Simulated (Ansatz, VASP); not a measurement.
# Cross-check of TaSb2 between VASP and Ansatz

One calculation is typed for both programs; each brings its own data sets and cutoff. How far apart do they land? The cell is taken from a series of VASP runs on this material, whose earlier steps may have relaxed, scaled or displaced it; both programs get it as it stands.

Method: plane waves, with VASP 6.6.1 beside it; single point at PBEsol and band structure at PBEsol, spin-orbit coupling, in Ansatz 0.2.0.

## Step 1: Starting point

It takes space group C2/m (No. 12, monoclinic). Conventional cell: a = 10.234 Å, b = 3.637 Å, c = 8.283 Å, α = 90.00°, β = 120.48°, γ = 90.00°. Nearest to Ta lie 8 Sb at 2.83 to 2.97 Å and 1 Ta at 3.07 Å. Nearest to Sb lie 3 Sb at 2.78 to 3.03 Å and 3 Ta at 2.83 to 2.88 Å. Nearest to Sb lie 5 Ta at 2.90 to 2.97 Å. Farther neighbours are not listed.

## Step 2: VASP: single point, PBEsol

A single point gives forces, pressure and levels at one fixed geometry, so differences don't come from the geometry; what else differs is listed under the comparison.

Lines of VASP's logs that name or quote its potential files are left out, and so is its time.

File INCAR:

```
SYSTEM = TaSb2
PREC = Accurate
ENCUT = 400
EDIFF = 1E-06
NELM = 100
ISMEAR = -5
SIGMA = 0.05
LREAL = .FALSE.
ALGO = Normal
GGA = PS
NBANDS = 37
LASPH = .TRUE.
LORBIT = 11
LWAVE = .FALSE.
LCHARG = .FALSE.
KPAR = 4
NEDOS = 2001
```

File POSCAR:

```
TaSb2
1.0
    5.1171574945     -1.8183642879      0.0095185283
    5.1171574945      1.8183642879      0.0095185283
   -4.2154227015      0.0000000000      7.1302925838
Ta Sb
2 4
Direct
    0.8497042829      0.8497042829      0.8118814231
    0.1502957171      0.1502957171      0.1881185769
    0.1480743744      0.1480743744      0.5345757291
    0.8519256356      0.8519256356      0.4654242709
    0.4049162393      0.4049162393      0.1137224561
    0.5950837607      0.5950837607      0.8862775439
```

File KPOINTS:

```
Automatic mesh
0
Gamma
12 12 6
0 0 0
```

Potentials, in the order of the species: Ta_pv and Sb (PBE family, release 64).

On the command line:

```sh
$ mpirun -np 4 vasp_std
```

Numbers of over 12 decimals in the logs are rounded to 6 here.

The program printed:

```text
[banner, memory and clock lines left out]
running    4 mpi-ranks, on    1 nodes
 distrk:  each k-point on    1 cores,    4 groups
 distr:  one band on    1 cores,    1 groups

 POSCAR found type information on POSCAR TaSb
 POSCAR found :  2 types and       6 ions
|                                                                             |
|               ----> ADVICE to this user running VASP <----                  |
|                                                                             |
|     You enforced a specific xc type in the INCAR file but a different       |
|     [... a line on the potential file left out ...]
|     I HOPE YOU KNOW WHAT YOU ARE DOING!                                     |
|                                                                             |

 LDA part: xc-table for (Slater+PW92), standard interpolation
 POSCAR, INCAR and KPOINTS ok, starting setup
 FFT: planning ... GRIDC
 FFT: planning ... GRID_SOFT
 FFT: planning ... GRID
 WAVECAR not read
 entering main loop
       N       E                     dE             d eps       ncg     rms          rms(c)
DAV:   1     0.253454452829E+03    0.25345E+03   -0.15938E+04 18924   0.819E+02
DAV:   2    -0.321701317362E+02   -0.28562E+03   -0.27465E+03 21490   0.234E+02
DAV:   3    -0.456259097216E+02   -0.13456E+02   -0.13183E+02 22061   0.499E+01
DAV:   4    -0.458211618577E+02   -0.19525E+00   -0.19477E+00 20702   0.653E+00
DAV:   5    -0.458240384365E+02   -0.28766E-02   -0.28767E-02 21131   0.894E-01    0.185E+01
DAV:   6    -0.447820502025E+02    0.10420E+01   -0.20654E+00 20253   0.738E+00    0.820E+00
DAV:   7    -0.445773634429E+02    0.20469E+00   -0.51722E-01 20391   0.308E+00    0.347E+00
DAV:   8    -0.445405032191E+02    0.36860E-01   -0.12086E-01 21241   0.167E+00    0.582E-01
DAV:   9    -0.445393095876E+02    0.11936E-02   -0.87234E-03 20532   0.400E-01    0.271E-01
DAV:  10    -0.445389994373E+02    0.31015E-03   -0.14102E-03 21309   0.179E-01    0.700E-02
DAV:  11    -0.445390031711E+02   -0.37338E-05   -0.21156E-04 20359   0.570E-02    0.330E-02
DAV:  12    -0.445390069898E+02   -0.38187E-05   -0.16073E-05 20434   0.214E-02    0.641E-03
DAV:  13    -0.445390065962E+02    0.39354E-06   -0.11536E-06 13556   0.510E-03
   1 F= -.44539007E+02 E0= -.44539007E+02  d E =0.000000E+00
|                                                                             |
|           W    W    AA    RRRRR   N    N  II  N    N   GGGG   !!!           |
|           W    W   A  A   R    R  NN   N  II  NN   N  G    G  !!!           |
|           W    W  A    A  R    R  N N  N  II  N N  N  G       !!!           |
|           W WW W  AAAAAA  RRRRR   N  N N  II  N  N N  G  GGG   !            |
|           WW  WW  A    A  R   R   N   NN  II  N   NN  G    G                |
|           W    W  A    A  R    R  N    N  II  N    N   GGGG   !!!           |
|                                                                             |
|     Tetrahedron method does not include variations of the Fermi             |
|     occupations, so forces and stress will be inaccurate. We suggest        |
|     using a different smearing scheme ISMEAR = 1 or 2 for metals in         |
|     relaxations.                                                            |
|                                                                             |
```

OUTCAR, selected parts (step 2):

```text
ion  position               nearest neighbor table
   1  0.850  0.850  0.812-   3 2.83   3 2.83   4 2.88   6 2.90   6 2.90   5 2.91   5 2.91   6 2.97
                             2 3.07
   2  0.150  0.150  0.188-   4 2.83   4 2.83   3 2.88   5 2.90   5 2.90   6 2.91   6 2.91   5 2.97
                             1 3.07
   3  0.148  0.148  0.535-   4 2.78   1 2.83   1 2.83   2 2.88   4 3.03   4 3.03   5 3.58   5 3.58
                             6 3.70   6 3.70
   4  0.852  0.852  0.465-   3 2.78   2 2.83   2 2.83   1 2.88   3 3.03   3 3.03   6 3.58   6 3.58
                             5 3.70   5 3.70
   5  0.405  0.405  0.114-   2 2.90   2 2.90   1 2.91   1 2.91   2 2.97   6 3.29   6 3.29   6 3.33
                             3 3.58   3 3.58   4 3.70   4 3.70
   6  0.595  0.595  0.886-   1 2.90   1 2.90   2 2.91   2 2.91   1 2.97   5 3.29   5 3.29   5 3.33
                             4 3.58   4 3.58   3 3.70   3 3.70

  LATTYP: Found a base centered monoclinic cell.
 ALAT       =    10.2343326946
 B/A-ratio  =     0.3553459404
 C/A-ratio  =     0.8093509923
 COS(beta)  =    -0.5073122474

 Subroutine GETGRP returns: Found  4 space group operations
 (whereof  4 operations were pure point group operations)

The static configuration has the point symmetry C_2h.

 Found    242 irreducible k-points:

   k-points           NKPTS =    242   k-points in BZ     NKDIM =    242   number of bands    NBANDS=     37

   dimension x,y,z NGX =    36 NGY =   36 NGZ =   54
   dimension x,y,z NGXF=    72 NGYF=   72 NGZF=  108

   ENCUT  =  400.0 eV  29.40 Ry    5.42 a.u.   8.86  8.86 13.51*2*pi/ulx,y,z

   NELECT =      42.0000    total number of electrons

 k-points in reciprocal lattice and weights: Automatic mesh
   0.00000000  0.00000000  0.00000000       0.001
   0.08333333  0.00000000  0.00000000       0.005
   0.16666667  0.00000000  0.00000000       0.005
   0.25000000  0.00000000  0.00000000       0.005
   0.33333333  0.00000000  0.00000000       0.005
   0.41666667 -0.00000000  0.00000000       0.005
   0.50000000  0.00000000  0.00000000       0.002
   0.08333333  0.08333333  0.00000000       0.002
   0.16666667  0.08333333  0.00000000       0.005
[...]
-0.41666667  0.41666667  0.50000000       0.002
   0.50000000  0.50000000  0.50000000       0.001

 average (electrostatic) potential at core
       1 -34.1441       2 -34.1441       3 -83.8248       4 -83.8248       5 -83.6505
       6 -83.6505

 E-fermi :   8.5893

 k-point     1 :       0.0000    0.0000    0.0000
  band No.  band energies     occupation
    ...
     17       6.8352      2.00000
     18       6.9626      2.00000
     19       7.5671      2.00000
     20       7.6964      2.00000
     21       8.0352      2.00000
     22       9.2203      0.00000
     23      10.0218      0.00000
     24      10.8084      0.00000
     25      10.8654      0.00000
     26      11.3546      0.00000
    ...

 k-point     2 :       0.0833    0.0000    0.0000
  band No.  band energies     occupation
    ...
     17       6.7651      2.00000
     18       6.9712      2.00000
     19       7.2912      2.00000
     20       7.5067      2.00000
     21       8.0405      2.00000
     22       9.3558      0.00000
     23      10.2402      0.00000
     24      10.4281      0.00000
     25      10.7538      0.00000
     26      11.1498      0.00000
    ...

 k-point     3 :       0.1667    0.0000    0.0000
  band No.  band energies     occupation
    ...
     17       6.5628      2.00000
     18       6.6985      2.00000
     19       7.0316      2.00000
     20       7.3918      2.00000
     21       7.9257      2.00000
     22       9.5917      0.00000
     23       9.7057      0.00000
     24      10.5092      0.00000
     25      10.6676      0.00000
     26      10.9650      0.00000
    ...

  Total       -0.0702807      0.0106770      0.1361436      0.0000000      0.0000000      0.0569842
  in kB       -0.8476607      0.1287766      1.6420392      0.0000000      0.0000000      0.6872907
  external PRESSURE =       0.3077184 kB  Pullay stress =       0.0000000 kB

  energy-cutoff  :      400.00
  volume of cell :      132.84
      direct lattice vectors                 reciprocal lattice vectors
     5.117157494 -1.818364288  0.009518528     0.097603162 -0.274972404  0.057702904
     5.117157494  1.818364288  0.009518528     0.097603162  0.274972404  0.057702904
    -4.215422701  0.000000000  7.130292584    -0.000260589  0.000000000  0.140092639

 POSITION                                       TOTAL-FORCE (eV/Angst)
 -----------------------------------------------------------------------------------
      5.27372      0.00000      5.80513        -0.027945      0.000000     -0.013561
      0.74517      0.00000      1.34420         0.027945      0.000000      0.013561
     -0.73802      0.00000      3.81450        -0.001494      0.000000      0.008842
      6.75692      0.00000      3.33483         0.001494      0.000000     -0.008842
      3.66465      0.00000      0.81858         0.022563      0.000000      0.006787
      2.35424      0.00000      6.33075        -0.022563      0.000000     -0.006787
 -----------------------------------------------------------------------------------
    total drift:                               -0.000014      0.000000      0.000000

  FREE ENERGIE OF THE ION-ELECTRON SYSTEM (eV)
  ---------------------------------------------------
  free  energy   TOTEN  =       -44.5390065962 eV

  energy  without entropy=      -44.5390065962  energy(sigma->0) =      -44.53900660

 total charge
# of ion       s       p       d       tot
------------------------------------------
    1        0.282   6.135   2.405   8.822
    2        0.282   6.135   2.405   8.822
    3        1.143   1.299   0.062   2.504
    4        1.143   1.299   0.062   2.504
    5        1.128   1.305   0.056   2.489
    6        1.128   1.305   0.056   2.489
--------------------------------------------------
tot          5.105  17.478   5.047  27.629

[... 3 further parts left out ...]
```

With tetrahedra the forces and stress of a metal are not exact derivatives of the energy.

## Step 3: Ansatz: single point, PBEsol

Ansatz runs on its default PAW (the set named soft_2) files.

The same cell, functional, mesh and smearing now go to Ansatz, which takes its cutoff from its data sets.

File input.yaml:

```yaml
crystal:
  lattice:
    - [5.1171574945, -1.8183642879, 0.0095185283]
    - [5.1171574945, 1.8183642879, 0.0095185283]
    - [-4.2154227015, 0.0, 7.1302925838]
  atoms:
    - { symbol: Ta, position: [0.8497042829, 0.8497042829, 0.8118814231] }
    - { symbol: Ta, position: [0.1502957171, 0.1502957171, 0.1881185769] }
    - { symbol: Sb, position: [0.1480743744, 0.1480743744, 0.5345757291] }
    - { symbol: Sb, position: [0.8519256356, 0.8519256356, 0.4654242709] }
    - { symbol: Sb, position: [0.4049162393, 0.4049162393, 0.1137224561] }
    - { symbol: Sb, position: [0.5950837607, 0.5950837607, 0.8862775439] }
hamiltonian:
  xc: pbesol
  pseudopotentials: { kind: paw }
kpoints:
  mp_grid: { grid: [12, 12, 6] }
scf:
  occupations: { method: tetrahedron }
output:
  forces: true
  stress: true
```

On the command line:

```sh
$ ansatz run input.yaml --threads 4 --pin off --max-ram 9216MiB --backend cpu --events-out ev --progress --plain --runs-dir out
```

The program printed:

```text
Warning: output.forces, output.stress, relax.cell or npt_langevin: where a Kohn–Sham band that disperses or a degenerate level is filled in part under the method tetrahedron, the forces or the stress that this run publishes need not agree with its energy (scf.occupations.method in the input reference, under Limitations); prefer a smearing scheme for the forces or the stress
Engine: ansatz 0.2.0, aarch64-unknown-linux-gnu
Pseudopotentials: kind: paw
Pseudopotential: Ta, paw, valence charge 13, recommended cutoff 420 eV (normal), Ta.paw.azcp
Pseudopotential: Sb, paw, valence charge 15, recommended cutoff 420 eV (normal), Sb.paw.azcp
Functional definition: PBEsol
  exchange = pbesol_x
  correlation = pbesol_c
Crystal: 6 atoms, lattice volume = 132.839 Å³
Basis set: ecut = 420 eV, 2569 PW (Γ), exchange–correlation on 80×80×120 points (8 copies of the dense FFT grid, shifted against one another)
Bands: 52, of which v1, the nominal top of the filled ones, is band 43 counted from 1 (42 counted from 0)
Symmetry: 4 space group operations
Space group: C2/m (ITA 12), of the structure as read, at distance tolerance 5.1e-5 Å
k-points: 242 of 864
Non-local potential: Ta, projectors of the file, l = 0: 3, l = 1: 2, l = 2: 2, l = 3: 1
Non-local potential: Sb, projectors of the file, l = 0: 2, l = 1: 2, l = 2: 2, l = 3: 2
PAW form: soft (Blöchl's): semilocal exchange-correlation on the pseudo side does not see the compensation charge
PAW frozen core: Ta, regenerated for the run's functional, and the local potential with it (the file was generated under x = pbe(κ = 0.804, μ = 0.219515), c = pbe(β = 0.066725))
PAW frozen core: Sb, regenerated for the run's functional, and the local potential with it (the file was generated under x = pbe(κ = 0.804, μ = 0.219515), c = pbe(β = 0.066725))
PAW one-centre angular grid: Ta, 590 points (default); XC on 64 Gauss nodes
PAW one-centre angular grid: Sb, 590 points (default); XC on 64 Gauss nodes
Initial density: superposition of atomic densities (neutral atoms: chi_scale 0, normalization atom), corrected by the library's trained network
Initial wavefunctions: pseudopotential atomic-orbital guess
Functional: x = pbesol(κ = 0.804, μ = 0.123457), c = pbesol(β = 0.046)
SCF iter   1: F=—  HF=-45246.552685 eV  |F-HF|=—  |Δ(HF+E_count)|=         —  Δρ=5.11e-3  dr2=2.33e-2  ethr=1.77e-3  ⟨swp⟩=6.6  Hψ=54230  notcnv=0  defer=1
preconditioner: auto → Kerker (q_TF=auto, 2.538 Å⁻¹)  [metal: no gap  n_scr=38 (ndim 8)  ℏωp=17.6 eV  f_vac=0.000]
SCF iter   2: F=—  HF=-45246.549425 eV  |F-HF|=—  |Δ(HF+E_count)|=   3.26e-3  Δρ=2.72e-3  dr2=6.45e-3  ethr=2.71e-5  ⟨swp⟩=3.2  Hψ=25594  notcnv=0  defer=718
SCF iter   3: F=—  HF=-45246.548903 eV  |F-HF|=—  |Δ(HF+E_count)|=   5.22e-4  Δρ=4.98e-4  dr2=4.26e-4  ethr=7.50e-6  ⟨swp⟩=3.1  Hψ=22158  notcnv=0  defer=718
SCF iter   4: F=—  HF=-45246.548837 eV  |F-HF|=—  |Δ(HF+E_count)|=   6.62e-5  Δρ=1.04e-4  dr2=3.19e-5  ethr=4.95e-7  ⟨swp⟩=2.9  Hψ=17544  notcnv=0  defer=718
SCF iter   5: F=—  HF=-45246.548914 eV  |F-HF|=—  |Δ(HF+E_count)|=   7.70e-5  Δρ=4.74e-5  dr2=6.60e-6  ethr=3.71e-8  ⟨swp⟩=2.7  Hψ=17256  notcnv=0  defer=718
SCF iter   6: F=—  HF=-45246.548913 eV  |F-HF|=—  |Δ(HF+E_count)|=   7.09e-7  Δρ=1.26e-5  dr2=4.91e-7  ethr=7.68e-9  ⟨swp⟩=2.0  Hψ=16718  notcnv=0  defer=718
SCF iter   7: F=-45246.548914 eV  HF=-45246.548914 eV  |F-HF|=2.18e-8  |Δ(HF+E_count)|=   2.75e-7  Δρ=3.32e-6  dr2=3.53e-8  ethr=1.16e-10  ⟨swp⟩=7.7  Hψ=47558  notcnv=0
SCF 1 converged in 7 iterations: F = -45246.548914 eV  dr2 = 3.53e-8
  greatest PAW one-centre occupation: 1.000 electrons in one spin orbital (limit 2), on the Ta atom at site 1 (counted from 0), in its partial waves of l = 0
SCF converged after 7 iterations
Stability not checked: this state was not tested for a lower state beside it, because cold or Methfessel-Paxton smearing, or corrected tetrahedra, fill the levels in a way that the test cannot read (fill_not_monotonic; see scf.lower_state_search)
Free energy (F): -45246.548914 eV
Harris-Foulkes:  -45246.548914 eV  (|F-HF|=2.18e-8)
Internal energy: -45246.548914 eV  (E = F + TS)
E sigma→0 (E₀):  -45246.548914 eV
Fermi energy:    14.690532 eV
--- Per-component energies (eV) ---
  E_band       = -718.751207
  E_kinetic    = 1571.027033
  E_local      = -6785.953741  (includes V_loc(G=0)·N_el)
  E_nonlocal   = 1497.020385
  E_hartree    = 3009.457295
  E_xc         = -987.897478
  E_vxc        = -799.747858  (∫ρ·V_xc dr)
  E_paw        = -34551.231618  (= ΣΔE_a)
  E_vpaw       = -2220.014551  (= ΣTr[D̂ρ^β])
  E_aug_tail   = 0.000280  (compensation charges beyond the density's cutoff)
  E_ewald      = -9000.725791
  E_core_change = 1.754721  (= ΣΔE_core)
  E_smearing   = -0.000000  (= −TS)
  E_closure    = 0.000000  (closes the sum)
  Σ components = -45246.548914   (vs F -45246.548914, Δ=0.00e0)
--- Forces (eV/Å), atoms counted from 1 ---
  atom   1  Ta    -0.02681029    -0.00000000    -0.01295314
  atom   2  Ta     0.02681029     0.00000000     0.01295314
  atom   3  Sb    -0.00921014    -0.00000000    -0.00015330
  atom   4  Sb     0.00921014     0.00000000     0.00015330
  atom   5  Sb     0.03419184     0.00000000    -0.00598182
  atom   6  Sb    -0.03419184    -0.00000000     0.00598182
  max |Σ_I F_I| component: 6.94e-18 eV/Å
--- Stress (GPa, compression-positive) ---
       -0.360188      -0.000000       0.074899
       -0.000000      -0.118718      -0.000000
        0.074899      -0.000000       0.030619
  P = ⅓ Tr σ = -0.1494 GPa (-1.494 kbar)
--- Band table (eV; the first three rows and the last of 242) ---
  k-point 0: bands = [... 39 lower, 13.0685, 13.6667, 13.7962, 14.1372, 15.3277, 16.1130, 16.9013, 16.9645, ... 5 higher]
  k-point 1: bands = [... 39 lower, 13.1156, 13.5555, 13.7766, 14.0814, 15.4447, 16.1805, 16.5756, 16.9247, ... 5 higher]
  k-point 2: bands = [... 39 lower, 13.0678, 13.5282, 13.7751, 14.0421, 15.3121, 16.3451, 16.3521, 16.7950, ... 5 higher]
  k-point 241: bands = [... 39 lower, 13.5644, 14.1152, 14.1256, 14.7337, 15.0502, 15.6458, 16.2491, 16.3352, ... 5 higher]
```

Wall time 21 s (4 threads of Arm Neoverse V1, shared host); peak memory 1.3 GiB.

Reading the cycles: dr2 is the Hartree energy of the density residual (eV), the measure of convergence; HF is the Harris–Foulkes estimate of the energy, which meets the free energy F at convergence.

The run ends at a pressure of -0.15 GPa, with forces up to 0.035 eV/Å.

## Step 4: Differences

Known differences besides the potentials themselves: the data sets hold 86 valence electrons in Ansatz (default PAW (the set named soft_2) files) and 42 in VASP; the cutoff is 420 eV in Ansatz and 400 eV in VASP; Ansatz makes its cores anew for this functional, VASP keeps those of its PBE data sets. Total energies have different zeros and are not compared.

The two programs side by side:

```tsv
quantity	Ansatz	VASP	difference
pressure (GPa)	-0.15	0.03	-0.18
pressure without Ansatz's Pulay correction (GPa)	-0.20	0.03	-0.23
```

At this near-relaxed geometry the largest component of a force difference is 13 meV/Å. Ansatz's pressure holds a Pulay correction of 0.05 GPa; VASP's holds none.

[end of part 1 of 2]

[Lines on the potential files, build, host, timing and source positions are cut from VASP's logs without a mark.]

[Logs are printed without paths, hosts, clocks, repeated set-up lines and the standing remarks that a program may print on its own settings, such as how far it seeks lower states.]

[Hosts, paths, dates, database ids (printed as entryN), source tags and the programs' standing remarks are cut or masked in the printed files.]
